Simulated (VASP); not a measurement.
Li3Nd under changes of volume

One of the cells (25.147 Å³/atom); the others are scaled copies at fixed shape and fractional positions:

```
Nd Li
1.0
     0.00000    3.69124    3.69124
     3.69124    0.00000    3.69124
     3.69124    3.69124    0.00000
Nd Li
1 3
Direct
  0.00000 0.00000 0.00000
  0.50000 0.50000 0.50000
  0.75000 0.75000 0.75000
  0.25000 0.25000 0.25000
```

The cell comes from a database or a generator and needn't be the stable form of this composition.

```yaml
Program: VASP 6.6.1
Functional: PBE
Potentials_or_basis: VASP PAW PBE potentials, release 64 (Nd, Li_sv)
Cutoff: 520 eV
k_mesh: 6 × 6 × 6
Occupations: fermi-dirac, width 0.05 eV
Spin: collinear spin, ferromagnetic start
Starting_moments: "[3.0, 0.0, 0.0, 0.0] μB"
```

```csv
volume (Å³/atom),energy over the lowest point (meV/atom),moment (μB per cell)
23.175,24.09,5.13
23.668,17.80,5.04
24.161,12.77,4.90
25.147,4.65,4.43
25.640,?,?
26.133,0.00,4.30
```

Q: What does the run at 25.640 Å³/atom give?

A: Energy over the lowest point 1.80 meV/atom; moment 4.35 μB per cell.

Worked out: A Birch-Murnaghan fit of order 3 (a polynomial in V^(-2/3)) to the other rows has no minimum within the range. It gives 1.95 meV/atom at 25.640 Å³/atom, against the run's 1.80. A parabola through the other rows of the moment, of slope -0.263 μB per Å³/atom there, gives 4.39 μB, against the run's 4.35.

Energies are extrapolated to zero smearing.

Caveats: the cutoff is under 1.25 times the usual one of these potentials, so pressure, stress and relaxed cells hold a basis-set (Pulay) error; the magnetic or orbital state may not be the lowest; without U or exact exchange the open f shell lies at the Fermi level, which spoils levels, moments and volumes.
